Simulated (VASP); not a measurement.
Consider the following.

```xyz
4
Lattice="0.0000 2.8445 2.8445 2.8445 0.0000 2.8445 2.8445 2.8445 0.0000" Properties=species:S:1:pos:R:3 pbc="T T T"
Li     0.0000     0.0000     0.0000
Cu     1.4223     1.4223     1.4223
Cu     4.2668     4.2668     4.2668
Cu     2.8445     2.8445     2.8445
```

The numbers are results of PBEsol GGA, VASP's PBE PAW potentials (set 64) (plane waves; VASP 6.6.1), not measurements. Run with 520 eV cut-off, Gaussian smearing of 0.050 eV, potentials Li_sv Cu.

Estimate the band gap (along the path) with the smallest direct gap where there is one.

* **band gap (along the path)**: none (metal, semimetal or under 0.01 eV)

The structure comes from a computed database's LiCu3 entry (Fm-3m); how it stands against other phases isn't given here. It was relaxed first.
